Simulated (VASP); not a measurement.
All values below come from LDA (Ceperley-Alder, Perdew-Zunger), VASP's LDA PAW potentials (set 64) (plane waves; VASP).

Input for VASP

KPOINTS:
```
k-points along high-symmetry lines
15
Line-mode
Reciprocal
  0.000000   0.000000   0.000000 ! GAMMA
  0.000000   0.500000   0.000000 ! X

  0.000000   0.500000   0.000000 ! X
  0.500000   0.500000   0.000000 ! M

  0.500000   0.500000   0.000000 ! M
  0.000000   0.000000   0.000000 ! GAMMA

  0.000000   0.000000   0.000000 ! GAMMA
  0.500000   0.500000   0.500000 ! R

  0.500000   0.500000   0.500000 ! R
  0.000000   0.500000   0.000000 ! X

  0.500000   0.500000   0.500000 ! R
  0.500000   0.500000   0.000000 ! M
```

File POSCAR:
```
TiCo
2.8975570
  1.0000001634   0.0000000000   0.0000000000
  0.0000000000   1.0000001634   0.0000000000
  0.0000000000   0.0000000000   1.0000001634
Ti Co
1 1
Direct
  0.0000000000   0.0000000000   0.0000000000
  0.5000000000   0.5000000000   0.5000000000
```

INCAR:
```
! general
SYSTEM  = TiCo
PREC    = Accurate
ENCUT   = 400
LREAL   = .FALSE.
LASPH   = .TRUE.
ICHARG  = 11

! electronic loop
EDIFF   = 1E-7
NELM    = 100
ALGO    = Normal
LMAXMIX = 4

! smearing
ISMEAR  = 0
SIGMA   = 0.05

! output
LWAVE   = .FALSE.
LCHARG  = .FALSE.
LORBIT  = 11
```

POTCAR, in this order: Ti_sv Co (LDA.64 set). Program: vasp_std. Read from the step before: CHGCAR.

Output

File OSZICAR:
```
       N       E                     dE             d eps       ncg     rms          rms(c)
DAV:   1     0.133245340677E+03    0.13325E+03   -0.91067E+03  2520   0.163E+03
DAV:   2    -0.971729695236E+01   -0.14296E+03   -0.14029E+03  2592   0.383E+02
DAV:   3    -0.177261387069E+02   -0.80088E+01   -0.79265E+01  3926   0.994E+01
DAV:   4    -0.179583308947E+02   -0.23219E+00   -0.23173E+00  3034   0.136E+01
DAV:   5    -0.179681956141E+02   -0.98647E-02   -0.98639E-02  3682   0.242E+00
DAV:   6    -0.179683272752E+02   -0.13166E-03   -0.13166E-03  3052   0.275E-01
DAV:   7    -0.179683309264E+02   -0.36512E-05   -0.36524E-05  3770   0.418E-02
DAV:   8    -0.179683310012E+02   -0.74829E-07   -0.73616E-07  2980   0.516E-03
   1 F= -.17968331E+02 E0= -.17966057E+02  d E =-.454771E-02
```

### OUTCAR
```
 val. band max:       10.6278866494   @ k =   0.4643   0.4643   0.0000

 cond. band min:      10.6508298307   @ k =   0.5000   0.5000   0.2500



 k-point     1 :       0.0000    0.0000    0.0000
  band No.  band energies     occupation
      1     -45.4847      2.00000
      2     -21.9331      2.00000
      3     -21.9331      2.00000
      4     -21.9331      2.00000
      5       2.9331      2.00000
      6       6.6062      2.00000
      7       6.6062      2.00000
      8       9.2440      2.00000
      9       9.2440      2.00000
     10       9.2440      2.00000
     11      11.6961      0.00000
     12      11.6961      0.00000
     13      13.9029      0.00000
     14      13.9029      0.00000

 k-point     2 :       0.0000    0.0357    0.0000
  band No.  band energies     occupation
      1     -45.4841      2.00000
      2     -21.9385      2.00000
      3     -21.9327      2.00000
      4     -21.9327      2.00000
      5       2.9608      2.00000
      6       6.6188      2.00000
      7       6.6207      2.00000
      8       9.2421      2.00000
      9       9.2421      2.00000
     10       9.2493      2.00000
     11      11.6809      0.00000
     12      11.7024      0.00000
     13      13.8609      0.00000
     14      13.8624      0.00000

 k-point     3 :       0.0000    0.0714    0.0000
  band No.  band energies     occupation
      1     -45.4819      2.00000
      2     -21.9546      2.00000
      3     -21.9316      2.00000
      4     -21.9316      2.00000
      5       3.0441      2.00000
      6       6.6564      2.00000
      7       6.6633      2.00000
      8       9.2369      2.00000
      9       9.2369      2.00000
     10       9.2652      2.00000
     11      11.6354      0.00000
     12      11.7207      0.00000
     13      13.7408      0.00000
     14      13.7410      0.00000

 k-point     4 :       0.0000    0.1071    0.0000
  band No.  band energies     occupation
      1     -45.4788      2.00000
...
```

The density is held fixed in this step, so its total energy and stress have no physical meaning.

The compound is TiCo in the CsCl type structure. It was relaxed first, which changed the volume by -9 %. The run is not spin-polarised, so no magnetic state was tried. The electron count is odd and the run is not spin-polarised, which forces a metal.
